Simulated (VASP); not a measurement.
Input:

```
SnSb
1.0
    2.52346     1.45692     3.00437
   -2.52346     1.45692     3.00437
    0.00000    -2.91384     3.00437
Sn Sb
1 1
Direct
  0.33993   0.33993   0.33993
  0.66007   0.66007   0.66007
```

Level of theory: PBEsol GGA with spin-orbit coupling, VASP's PBE PAW potentials (set 64) (plane waves; VASP). Numerical set-up: 400 eV cut-off, 8×8×8 Γ-centred mesh, Gaussian smearing of 0.050 eV, potentials Sn_d Sb.

### Question
Predict the energy per atom (σ→0), band gap (over mesh and band path) with the smallest direct gap where there is one.

### Answer

```yaml
band gap (over mesh and band path): none (metal, semimetal or under 0.01 eV)
energy per atom (σ→0): -4.320 eV/atom
```

The structure comes from a computed database's SnSb entry (R3m); how it stands against other phases isn't given here. It was relaxed first, which changed the volume by -13 %.
